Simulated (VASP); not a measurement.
Data:

```
CELL_PARAMETERS angstrom
      1.64730    -2.85321     0.00000
      1.64730     2.85321     0.00000
      0.00000     0.00000     5.25300
ATOMIC_POSITIONS crystal
  Zr 0.33333 0.66667 0.25000
  Zr 0.66667 0.33333 0.75000
```

Method: PBE GGA, VASP's PBE PAW potentials (set 64) (plane waves; VASP). Settings: 400 eV cut-off, 12×12×6 Γ-centred mesh, first-order Methfessel-Paxton smearing of 0.50 eV, potentials Zr_sv.

Question: Estimate the energy per atom (σ→0), pressure, band gap (on the k-mesh) with the smallest direct gap where there is one.

Answer: 
```yaml
band gap (on the k-mesh): none (metal, semimetal or under 0.01 eV)
energy per atom (σ→0): -820.1 kJ/mol of atoms
pressure: -4.94 GPa
```

The absolute energy has meaning only against runs of the same code, potentials and settings.

The compound is Zr in the hcp structure. The cell was not relaxed at this level. The run is one of a series of settings (SIGMA = 0.5 against the base run), some of them coarse on purpose. VASP warned that the highest band is occupied, so more bands are needed.
